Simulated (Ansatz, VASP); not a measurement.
AgSnCl2 in VASP and in Ansatz

```xyz
4
Lattice="3.6059 0.0000 0.0000 -1.8029 3.1228 0.0000 0.0000 0.0000 5.8544" Properties=species:S:1:pos:R:3 pbc="T T T"
Ag    0.0000    0.0000    2.9272
Sn    0.0000    0.0000    0.0000
Cl    1.8029    1.0409    1.4203
Cl    0.0000    2.0819    4.4341
```

Alike in both runs: task single point; functional PBE; k mesh 6 × 6 × 4; occupations gaussian, width 0.1 eV; no spin polarisation.

|  | VASP | Ansatz |
| --- | --- | --- |
| version | VASP 6.6.1 | Ansatz 0.2.0 |
| potentials or method | VASP PAW PBE potentials, release 64 (Ag, Sn_d, Cl) | scalar-relativistic, plane waves, PAW |
| plane-wave cutoff (eV) | 520 | 420 |
| valence electrons in the cell | 39 | 47 |

```tsv
	VASP	Ansatz	Ansatz less VASP
gap on the k mesh at the Fermi level (eV)	none	none	-
rms of the force components (eV/Å)	0.998	0.989	-0.0091
```

Atom by atom the forces differ by 0.009 eV/Å (rms over components). A gap of «none» marks a metal or a gap that the smearing closes. The two sets of potentials don't hold the same shells in valence.

Caveats: an odd number of electrons without spin polarisation forces a metal; a magnetic or distorted state may lie lower.
